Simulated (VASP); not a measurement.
# NiW7S16 (a cell with a defect) in VASP: a series of runs

One crystal, NiW7S16 (a cell with a defect), is run at these levels: PBEsol+U; tasks: single point.

Everything below comes from runs of VASP 6.6.1. Logs are shortened: lines on timing, memory, paths and dates and some standing lists are left out, and cuts for length are marked.

### Step 1. The crystal as given

The cell holds a defect, 24 atoms: a = 6.306 Å, b = 6.306 Å, c = 12.323 Å, α = 90.00°, β = 90.00°, γ = 120.00°.

### Step 2. Single point, PBEsol+U, collinear spin, ferromagnetic start

Contents of INCAR:

```
PREC = Accurate
ENCUT = 350
EDIFF = 1E-5
ISMEAR = 0
SIGMA = 0.03
LREAL = Auto
LASPH = T
NELM = 120
ALGO = Normal
ISIF = 2
LWAVE = F
LCHARG = F
ISPIN = 2
MAGMOM = 2 0 0 0 0 0 0 0 0 0 0 0 0 0 0 0 0 0 0 0 0 0 0 0
LORBIT = 11
NUPDOWN = 2
LMAXMIX = 4
LDAU = T
LDAUTYPE = 2
LDAUL = 2 -1 -1
LDAUU = 7 0 0
LDAUJ = 0 0 0
LDAUPRINT = 1
GGA = PS
NBANDS = 124
ISYM = 0
KPAR = 4
```

Contents of KPOINTS:

```
regular mesh
0
Gamma
  3 3 2
```

Contents of POSCAR:

```
NiW7S16                                 
1.0
    6.3064000000      0.0000000000      0.0000000000
   -3.1532000000      5.4615026064      0.0000000000
    0.0000000000      0.0000000000     12.3230000000
  Ni              W               S             
     1     7    16
Direct
     0.2441643376671359    0.3721383431274681    0.2728131495588923
     0.1639309742341527    0.8321736142203424    0.2488359408039890
     0.6604437932151038    0.3228934555261335    0.2450054224006664
     0.6602810899053556    0.8377192559922045    0.2447826642787115
     0.3325747560861300    0.1674434860407231    0.7489173820359354
     0.3326168242861473    0.6672292315648212    0.7489130536254853
     0.8323898680427251    0.1672199860357033    0.7493509712577267
     0.8324209662878143    0.6672072572410852    0.7492154146128036
     0.1655727562508726    0.3338539201379221    0.6219969689862922
     0.1654849724258407    0.8337566497234233    0.6222902486028116
     0.6664025599574872    0.3340283481609018    0.6221464736308642
     0.6665193596655803    0.8345057724277047    0.6221374244223916
     0.3007065658215438    0.1702967730362382    0.1342610695662630
     0.3000505315980522    0.6301260909178567    0.1342774501745373
     0.7783564702500650    0.1391639379886068    0.1067347428261020
     0.8227802872689690    0.6613470559711293    0.1213572117286238
     0.1659047598716929    0.3340197004884705    0.8758420462504353
     0.1663160355492122    0.8341757373302974    0.8761640869879680
     0.6652682974927459    0.3339433986664839    0.8760362469971639
     0.6653420319357315    0.8333743630425913    0.8760190056674675
     0.3525598833568078    0.1610608191474582    0.3816452996221243
     0.3527111672006985    0.6919375322133223    0.3816316218516327
     0.8761733319862033    0.1880885585680597    0.3591086915555781
     0.8283343796439254    0.6643737124310494    0.3711884125555255
```

Potentials or basis: VASP PAW PBE potentials, release 64 (Ni, W_sv, S).

Launch:

```
$ cat potpaw_PBE.64/Ni/POTCAR potpaw_PBE.64/W_sv/POTCAR potpaw_PBE.64/S/POTCAR > POTCAR
$ mpirun -np 4 vasp_std > vasp.out
```

OUTCAR:

```text
PREC = Accurate
   ENCUT = 350
   EDIFF = 1E-5
   ISMEAR = 0
   LREAL = Auto
   LASPH = T
   NELM = 120
   ISIF = 2
   ISPIN = 2
   LORBIT = 11
   NUPDOWN = 2
   GGA = PS
   ISYM = 0

 ion  position               nearest neighbor table
   1  0.244  0.372  0.273-  21 2.22  22 2.23  14 2.26  13 2.26  23 2.27   3 2.81   4 2.81   2 3.20
                             2 3.20
   2  0.164  0.832  0.249-  13 2.33  14 2.33  24 2.37  21 2.43  22 2.44  16 2.44   4 3.11   3 3.11
                             3 3.19   4 3.19   1 3.20   1 3.20
   3  0.660  0.323  0.245-  15 2.38  21 2.38  23 2.39  16 2.40  13 2.40  24 2.43   1 2.81   4 3.06
                             2 3.11   2 3.19   4 3.25
   4  0.660  0.838  0.245-  15 2.38  22 2.38  23 2.39  16 2.40  14 2.40  24 2.43   1 2.81   3 3.06
                             2 3.11   2 3.19   3 3.25
   5  0.333  0.167  0.749-  19 2.40  10 2.40  17 2.40   9 2.40  11 2.40  18 2.40   6 3.15   8 3.15
                             7 3.15   7 3.15   8 3.15   6 3.15
   6  0.333  0.667  0.749-  10 2.40  20 2.40  17 2.40   9 2.40  12 2.40  18 2.40   5 3.15   8 3.15
                             7 3.15   7 3.15   8 3.15   5 3.15
   7  0.832  0.167  0.749-  17 2.40  12 2.40  11 2.40  20 2.40  19 2.40   9 2.40   6 3.15   5 3.15
                             8 3.15   8 3.15   5 3.15   6 3.15
   8  0.832  0.667  0.749-  20 2.40  19 2.40  10 2.40  11 2.40  12 2.40  18 2.40   5 3.15   6 3.15
                             7 3.15   7 3.15   6 3.15   5 3.15
   9  0.166  0.334  0.622-   6 2.40   5 2.40   7 2.40
  10  0.165  0.834  0.622-   8 2.40   6 2.40   5 2.40
  11  0.666  0.334  0.622-   7 2.40   8 2.40   5 2.40
  12  0.667  0.835  0.622-   7 2.40   8 2.40   6 2.40
  13  0.301  0.170  0.134-   1 2.26   2 2.33   3 2.40
  14  0.300  0.630  0.134-   1 2.26   2 2.33   4 2.40
  15  0.778  0.139  0.107-   4 2.38   3 2.38
  16  0.823  0.661  0.121-   3 2.40   4 2.40   2 2.44
  17  0.166  0.334  0.876-   7 2.40   6 2.40   5 2.40
  18  0.166  0.834  0.876-   6 2.40   5 2.40   8 2.40
  19  0.665  0.334  0.876-   8 2.40   5 2.40   7 2.40
  20  0.665  0.833  0.876-   8 2.40   6 2.40   7 2.40
  21  0.353  0.161  0.382-   1 2.22   3 2.38   2 2.43
  22  0.353  0.692  0.382-   1 2.23   4 2.38   2 2.44
  23  0.876  0.188  0.359-   1 2.27   3 2.39   4 2.39
  24  0.828  0.664  0.371-   2 2.37   3 2.43   4 2.43

IMPORTANT INFORMATION: All symmetrisations will be switched off!
NOSYMM: (Re-)initialisation of all symmetry stuff for point group C_1.

----------------------------------------------------------------------------------------

                                     Primitive cell

  volume of cell :     424.4339

  direct lattice vectors                    reciprocal lattice vectors
     6.306400000  0.000000000  0.000000000     0.158569073  0.091549897  0.000000000
    -3.153200000  5.461502606  0.000000000     0.000000000  0.183099794  0.000000000
     0.000000000  0.000000000 12.323000000     0.000000000  0.000000000  0.081149071

  length of vectors
     6.306400000  6.306400000 12.323000000     0.183099794  0.183099794  0.081149071

  position of ions in fractional coordinates (direct lattice)
     0.244164338  0.372138343  0.272813150
     0.163930974  0.832173614  0.248835941
     0.660443793  0.322893456  0.245005422
     0.660281090  0.837719256  0.244782664
     0.332574756  0.167443486  0.748917382
     0.332616824  0.667229232  0.748913054
[... 16 lines left out ...]
     0.876173332  0.188088559  0.359108692
     0.828334380  0.664373712  0.371188413

  ion indices of the primitive-cell ions
   primitive index   ion index
                 1           1
                 2           2
                 3           3
                 4           4
                 5           5
                 6           6
[... 16 lines left out ...]
                23          23
                24          24

----------------------------------------------------------------------------------------

 KPOINTS: regular mesh

Automatic generation of k-mesh.
 Grid dimensions read from file:
 generate k-points for:    3    3    2

 Generating k-lattice:

[... 82 lines left out ...]
 Gauss-broadening in eV      SIGMA  =   0.03
  energy-cutoff  :      350.00
  volume of cell :      424.43
 maximum number of plane-waves:      6374
 NGX is ok and might be reduce to    40
   NGX = 19   NGY = 19   NGZ = 37

atom =   1  type =  1  l = 2

 onsite density matrix

spin component  1

  0.9392  0.0162  0.0248  0.0094 -0.0170
  0.0162  0.9379 -0.0078  0.0112 -0.0099
  0.0248 -0.0078  0.9533 -0.0135  0.0142
  0.0094  0.0112 -0.0135  0.9503  0.0165
 -0.0170 -0.0099  0.0142  0.0165  0.9588

spin component  2

  0.8342 -0.0318  0.0668  0.1017 -0.0245
 -0.0318  0.5551 -0.0202  0.2065  0.1398
  0.0668 -0.0202  0.8967 -0.0348  0.0387
  0.1017  0.2065 -0.0348  0.7941 -0.0323
 -0.0245  0.1398  0.0387 -0.0323  0.8612

 occupancies and eigenvectors

  o =  0.3851  v =  0.0000  0.0000  0.0000  0.0000  0.0000 -0.1513 -0.8248 -0.0007  0.4751  0.2667      0.0000  0.0000  0.0000  0.0000  0.0000  0.0000  0.0000  0.0000  0.0000  0.0000
  o =  0.7264  v =  0.0000  0.0000  0.0000  0.0000  0.0000  0.6687 -0.2189 -0.4547 -0.3851  0.3871      0.0000  0.0000  0.0000  0.0000  0.0000  0.0000  0.0000  0.0000  0.0000  0.0000
  o =  0.9001  v = -0.6551  0.1865  0.5210  0.3459 -0.3807  0.0000  0.0000  0.0000  0.0000  0.0000      0.0000  0.0000  0.0000  0.0000  0.0000  0.0000  0.0000  0.0000  0.0000  0.0000
  o =  0.9232  v =  0.2014 -0.7987 -0.0092  0.4579 -0.3344  0.0000  0.0000  0.0000  0.0000  0.0000      0.0000  0.0000  0.0000  0.0000  0.0000  0.0000  0.0000  0.0000  0.0000  0.0000
  o =  0.9265  v =  0.0000  0.0000  0.0000  0.0000  0.0000 -0.4757  0.2655  0.0045 -0.1534  0.8244      0.0000  0.0000  0.0000  0.0000  0.0000  0.0000  0.0000  0.0000  0.0000  0.0000
  o =  0.9404  v =  0.0000  0.0000  0.0000  0.0000  0.0000 -0.2606  0.1900 -0.8761  0.3274 -0.1458      0.0000  0.0000  0.0000  0.0000  0.0000  0.0000  0.0000  0.0000  0.0000  0.0000
  o =  0.9628  v =  0.0000  0.0000  0.0000  0.0000  0.0000 -0.4856 -0.4065 -0.1603 -0.7037 -0.2793      0.0000  0.0000  0.0000  0.0000  0.0000  0.0000  0.0000  0.0000  0.0000  0.0000
  o =  0.9663  v =  0.4412  0.4271  0.0978  0.7401  0.2563  0.0000  0.0000  0.0000  0.0000  0.0000      0.0000  0.0000  0.0000  0.0000  0.0000  0.0000  0.0000  0.0000  0.0000  0.0000
  o =  0.9732  v = -0.3573  0.1700 -0.8478  0.2944 -0.1948  0.0000  0.0000  0.0000  0.0000  0.0000      0.0000  0.0000  0.0000  0.0000  0.0000  0.0000  0.0000  0.0000  0.0000  0.0000
  o =  0.9768  v = -0.4561 -0.3406  0.0063  0.1907  0.7997  0.0000  0.0000  0.0000  0.0000  0.0000      0.0000  0.0000  0.0000  0.0000  0.0000  0.0000  0.0000  0.0000  0.0000  0.0000

 number of electron     204.0000014 magnetization       1.9999999

 Free energy of the ion-electron system (eV)
  ---------------------------------------------------
  ext. energy  EPLUGINS =         0.00000000
  ---------------------------------------------------
  free energy    TOTEN  =      -186.44532034 eV

  energy without entropy =     -186.44422139  energy(sigma->0) =     -186.44477086

 E-fermi :   6.7676     XC(G=0): -11.0299

 val. band max:        7.1467008305   @ k =  -0.3333   0.3333   0.5000
 cond. band min:       6.8831766369   @ k =   0.0000   0.0000   0.5000
 fundamental gap:     -0.2635241936
 Fermi energy:         7.2009184525

 spin component 1

 k-point     1 :       0.0000    0.0000    0.0000
  band No.  band energies     occupation
      1     -67.7445      1.00000
      2     -67.6213      1.00000
      3     -67.6112      1.00000
      4     -67.4215      1.00000
      5     -67.4043      1.00000
      6     -67.4033      1.00000
[... 1159 lines left out ...]
    113       9.0457      0.00000
    114       9.3318      0.00000
 Fermi energy:         6.7675776872

 spin component 2

 k-point     1 :       0.0000    0.0000    0.0000
  band No.  band energies     occupation
      1     -67.6118      1.00000
      2     -67.5442      1.00000
      3     -67.5344      1.00000
      4     -67.4174      1.00000
      5     -67.4003      1.00000
      6     -67.3994      1.00000
[... 1159 lines left out ...]
    113       9.1855      0.00000
    114       9.3645      0.00000
 [bands above 114 left out]

------------------------ aborting loop because EDIFF is reached ----------------------------------------

  FORCE on cell =-STRESS in cart. coord.  units (eV):
  Direction    XX          YY          ZZ          XY          YZ          ZX
  --------------------------------------------------------------------------------------
  -------------------------------------------------------------------------------------
  Total        1.4654339      0.5184686      1.5688033      0.8128145      0.3635747      0.6329399
  in kB        5.5318030      1.9571447      5.9220078      3.0682582      1.3724422      2.3892574
  external PRESSURE =       4.4703185 kB  Pullay stress =       0.0000000 kB

 VOLUME and BASIS-vectors are now :
 -----------------------------------------------------------------------------
  energy-cutoff  :      350.00
  volume of cell :      424.43
      direct lattice vectors                 reciprocal lattice vectors
     6.306400000  0.000000000  0.000000000     0.158569073  0.091549897  0.000000000
    -3.153200000  5.461502606  0.000000000     0.000000000  0.183099794  0.000000000
     0.000000000  0.000000000 12.323000000     0.000000000  0.000000000  0.081149071

 POSITION                                       TOTAL-FORCE (eV/Angst)
 -----------------------------------------------------------------------------------
      0.36637      2.03243      3.36188        -0.103883     -0.059861      0.147476
     -1.59020      4.54492      3.06641         0.108052      0.057129     -0.039522
      3.14688      1.76348      3.01920        -0.006123     -0.033690      0.051073
      1.52250      4.57521      3.01646        -0.026430      0.004652      0.071137
      1.56937      0.91449      9.22891        -0.002626     -0.003041     -0.006093
     -0.00629      3.64407      9.22886        -0.001411     -0.000055     -0.006764
[... 16 lines left out ...]
      4.93242      1.02725      4.42530         0.039657      0.024213     -0.035840
      3.12890      3.62848      4.57415        -0.008243     -0.001706     -0.002516
 -----------------------------------------------------------------------------------
    total drift:                                0.003578      0.000786      0.009244

  FREE ENERGIE OF THE ION-ELECTRON SYSTEM (eV)
  ---------------------------------------------------
  free  energy   TOTEN  =      -186.4453203390 eV

  energy  without entropy=     -186.4442213864  energy(sigma->0) =     -186.44477086

 total charge

# of ion       s       p       d       tot
------------------------------------------
    1        0.439   0.596   8.640   9.675
    2        2.344   6.340   3.379  12.063
    3        2.340   6.341   3.374  12.055
    4        2.340   6.341   3.374  12.055
    5        2.326   6.338   3.414  12.078
    6        2.326   6.338   3.414  12.078
[... 16 lines left out ...]
   23        1.354   2.327   0.000   3.681
   24        1.356   2.332   0.000   3.688
--------------------------------------------------
tot         38.468  82.298  32.427 153.193

 magnetization (x)

# of ion       s       p       d       tot
------------------------------------------
    1        0.013   0.011   0.798   0.822
    2        0.006   0.012   0.273   0.291
    3        0.003   0.006   0.159   0.168
    4        0.003   0.006   0.158   0.167
    5        0.000   0.000   0.008   0.009
    6        0.000   0.000   0.008   0.009
[... 16 lines left out ...]
   23        0.004   0.039   0.000   0.044
   24        0.000   0.006   0.000   0.006
--------------------------------------------------
tot          0.047   0.184   1.424   1.655
```

It took 6.3 min on 4 MPI ranks of Intel Xeon Platinum 8488C (Sapphire Rapids), shared host; peak memory 0.67 GiB.

What came out:

* Free energy: -186.4453 eV
* Pressure: 0.4 GPa
* Largest force: 0.205 eV/Å
* Net moment: 2.00 μB per cell
* Site moments: Ni +0.82; W +0.29, +0.17, +0.01; S +0.00, +0.04, +0.03, +0.01 μB
* Valence electrons inside the program's atomic spheres: Ni 9.68; W 12.06, 12.05, 12.08; S 3.70, 3.68, 3.69

Forces on the atoms (eV/Å):
```
Ni  -0.104 -0.060  0.147
W    0.108  0.057 -0.040
W   -0.006 -0.034  0.051
W   -0.026  0.005  0.071
W   -0.003 -0.003 -0.006
W   -0.001  0.000 -0.007
W   -0.001  0.002 -0.004
W    0.004  0.004 -0.005
S    0.003 -0.001  0.008
S   -0.001  0.000  0.002
S    0.003  0.002  0.001
S    0.001 -0.003  0.002
S    0.050 -0.158 -0.120
S   -0.101  0.129 -0.117
S    0.018  0.019  0.002
S   -0.024 -0.007  0.003
S    0.007  0.001  0.002
S    0.002  0.001  0.000
S    0.000  0.001 -0.003
S    0.000 -0.003 -0.001
S    0.071 -0.069  0.031
S   -0.031  0.093  0.022
S    0.040  0.024 -0.036
S   -0.008 -0.002 -0.003
```

Eigenvalues of the final occupation matrices:
```csv
site,spin,trace,eigenvalues
site 1 d,1,4.74,0.90 0.92 0.97 0.97 0.98
site 1 d,2,3.94,0.39 0.73 0.93 0.94 0.96
```

Caveat: the k mesh is coarse (spacing up to 0.38 Å⁻¹), so the values aren't converged; the PAW data sets were made with another functional, which shifts forces and pressure a little; the total moment is fixed, so each spin has its own Fermi level.

### Step 3. Single point, PBEsol+U, collinear spin, ferromagnetic start

Edit INCAR of step 2 so:

```diff
@@ -20,3 +20,3 @@
 LDAUL = 2 -1 -1
-LDAUU = 7 0 0
+LDAUU = 5 0 0
 LDAUJ = 0 0 0
```

Contents of KPOINTS:

```
regular mesh
0
Gamma
  4 4 2
```

POSCAR is that of step 2.

Potentials or basis: VASP PAW PBE potentials, release 64 (Ni, W_sv, S).

Launch:

```
$ cat potpaw_PBE.64/Ni/POTCAR potpaw_PBE.64/W_sv/POTCAR potpaw_PBE.64/S/POTCAR > POTCAR
$ mpirun -np 4 vasp_std > vasp.out
```

Run time: 11 min. Hardware: 4 MPI ranks of Intel Xeon Platinum 8488C (Sapphire Rapids), shared host; peak memory 0.92 GiB.

It converged, with:

```
Free energy                                           : -187.3672 eV
Pressure                                              : 0.5 GPa
Largest force                                         : 0.280 eV/Å
Net moment                                            : 2.00 μB per cell
Site moments                                          : Ni +0.64; W +0.35, +0.20, +0.01; S +0.00, +0.01, +0.02, +0.06 μB
Valence electrons inside the program's atomic spheres : Ni 9.62; W 12.07, 12.06, 12.08; S 3.70, 3.67, 3.68, 3.69
```

Forces in eV/Å, atoms in the order of the input:
```
Ni   0.064  0.037 -0.158
W   -0.149 -0.093  0.218
W    0.084  0.038  0.012
W    0.080  0.045  0.034
W    0.000  0.000 -0.004
W    0.002  0.001 -0.005
W   -0.002  0.001 -0.005
W    0.001  0.002 -0.008
S    0.003 -0.001  0.003
S    0.002  0.002 -0.003
S    0.004  0.000 -0.002
S    0.000 -0.002 -0.001
S   -0.019  0.091  0.037
S    0.080 -0.053  0.041
S   -0.054 -0.021  0.057
S    0.022  0.020 -0.018
S    0.006  0.000  0.004
S    0.001  0.000  0.003
S    0.000  0.003  0.000
S    0.002 -0.004  0.001
S   -0.050  0.032 -0.080
S   -0.002 -0.061 -0.089
S   -0.110 -0.062 -0.012
S    0.038  0.025 -0.026
```

Stress tensor (GPa, compression positive):
```
0.73 0.38 0.11
0.38 0.29 0.06
0.11 0.06 0.38
```

Eigenvalues of the final occupation matrices:
| site | spin | trace | eigenvalues |
| --- | --- | --- | --- |
| site 1 d | 1 | 4.61 | 0.84 0.89 0.96 0.96 0.96 |
| site 1 d | 2 | 4.00 | 0.51 0.71 0.90 0.92 0.95 |

Caveat: the PAW data sets were made with another functional, which shifts forces and pressure a little; the total moment is fixed, so each spin has its own Fermi level. Spin-orbit coupling is left out, which matters for the levels of W.

(Part 1 of 2 ends here.)
